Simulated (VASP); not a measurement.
These are r2SCAN meta-GGA, VASP's PBE PAW potentials (set 64) (plane waves; VASP) values and carry that method's errors.

Gaps are without spin-orbit coupling.

The volume per atom comes out as 36.08 Å³/atom. The band gap (over mesh and band path) is 4.20 eV and the smallest direct gap (over mesh and band path) is 4.53 eV.

Task: Which relaxed crystal gives these values?
A) MgI2, P-3m1 (164)
B) AlGaN2, P-4m2 (115)
C) InAs, P6_3mc (186)
D) Na6MgCl8, Fm-3m (225)

Result: A, MgI2, P-3m1 (164)
